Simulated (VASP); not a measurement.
Wanted: the native input for a VASP 6.6.1 run.

```yaml
Task: single point
Functional: PBE
Potentials_or_basis: VASP PAW PBE potentials, release 64 (Be, Al)
Cutoff: 520 eV
k_mesh: 11 × 11 × 7
Occupations: fermi-dirac, width 0.05 eV
Spin: no spin polarisation
Further_INCAR_settings: ALGO = Normal; EDIFF = 1e-07; NBANDS = 10
```

The structure of BeAl lies in POSCAR:

```
BeAl
1.0
    2.7158600000      0.0000000000      0.0000000000
   -1.3579300000      2.3520000000      0.0000000000
    0.0000000000      0.0000000000      4.0190700000
Be Al
1 1
Direct
    0.0000000000      0.0000000000      0.0000000000
    0.3333300000      0.6666700000      0.5000000000
```

The cell was built by a generator and needn't be a form met in nature.

One way to write it, as run:

INCAR

```
PREC = Accurate
ENCUT = 520
EDIFF = 1E-7
ISMEAR = -1
SIGMA = 0.05
LREAL = False
LASPH = True
NELM = 80
ALGO = Normal
ISIF = 2
LWAVE = False
LCHARG = False
GGA = PE
NBANDS = 10
```

KPOINTS

```
Automatic mesh
0
Gamma
  11 11 7
```

Potentials or basis: VASP PAW PBE potentials, release 64 (Be, Al).

Run with:

```bash
$ cat potpaw_PBE.64/Be/POTCAR potpaw_PBE.64/Al/POTCAR > POTCAR
$ mpirun -np 1 vasp_std > vasp.out
```

It gave:

```
Pressure               : -0.1 GPa
Band gap on the k mesh : none (metal or under the smearing width)
```

It took 12 s on 1 thread of Intel(R) Xeon(R) 6975P-C (Granite Rapids), with other jobs on the host, peak memory 0.15 GiB.
